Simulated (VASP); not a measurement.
```xyz
4
Lattice="2.7280 0.0000 0.0000 0.0000 2.7280 0.0000 0.0000 0.0000 17.6060" Properties=species:S:1:pos:R:3 pbc="T T T"
Fe    -0.1113    -0.0116     7.9150
Fe    -0.0401    -0.1071    11.5607
Pt     1.3806     1.4290     6.0273
Pt     1.4988     1.4177     9.7092
```

The numbers are results of LDA (Ceperley-Alder, Perdew-Zunger), VASP's LDA PAW potentials (set 64) (plane waves; VASP 6.6.1), not measurements. Numerical set-up: 300 eV cut-off, 7×7×1 Γ-centred mesh, first-order Methfessel-Paxton smearing of 0.27 eV, potentials Fe Pt.

At this cut-off the stress carries a Pulay error, which pulls relaxed volumes low. The cell holds a wide vacuum, so values per volume refer to the whole cell. The run has a spin-polarised start.

Which forces act on the atoms, in eV/Å?

```tsv
atom	Fx	Fy	Fz
Fe1	0.783	0.252	-1.263
Fe2	0.332	0.355	-0.520
Pt3	-0.174	-0.113	1.044
Pt4	-0.941	-0.494	0.739
```

Give the stress tensor in GPa (positive for a compressed cell).

```
-8.56   0.40  -0.18
 0.40  -8.44   0.76
-0.18   0.76  -3.31
```
The pressure is its mean diagonal, -6.77 GPa.

The cell is a sheet with vacuum, built from a database entry that may be metastable or hypothetical.
